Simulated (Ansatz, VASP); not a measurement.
One calculation of HfZrSe4, two programs

```xyz
6
Lattice="5.5199 0.0000 0.0000 -2.7600 4.7804 0.0000 0.0000 0.0000 5.0829" Properties=species:S:1:pos:R:3 pbc="T T T"
Zr    2.7600    1.5935    0.0000
Hf    0.0000    3.1869    0.0000
Se    0.0000    0.0000    0.0000
Se    1.4087    0.8133    2.5414
Se    4.1113    0.8133    2.5414
Se    2.7600    3.1538    2.5414
```

Change from the starting cell: species swapped into the HoCo4Cu type (P-6m2, No. 187).

Alike in both runs: functional PBE; k mesh 6 × 6 × 4; occupations gaussian, width 0.1 eV; no spin polarisation.

Ansatz relaxed the structure, and its values are those at the end. VASP's run is a single point on that final structure, the one shown.

|  | VASP | Ansatz |
| --- | --- | --- |
| version | VASP 6.6.1 | Ansatz 0.2.0 |
| potentials or method | VASP PAW PBE potentials, release 64 (Zr_sv, Hf_pv, Se) | scalar-relativistic, plane waves, PAW |
| plane-wave cutoff (eV) | 520 | 420 |
| valence electrons in the cell | 46 | 102 |

|  | VASP | Ansatz | Ansatz less VASP |
| --- | --- | --- | --- |
| gap on the k mesh at the Fermi level (eV) | none | none | - |
| pressure (GPa) | -0.4 | -0.3 | +0.06 |
| rms of the force components (eV/Å) | 0.008 | 0.004 | -0.0036 |

A gap of «none» marks a metal or a gap that the smearing closes. With one functional, cell and mesh, what is left measures potentials, basis and numerics. The two sets of potentials don't hold the same shells in valence.

The runs have no spin-orbit coupling, so splittings on Hf are missing.
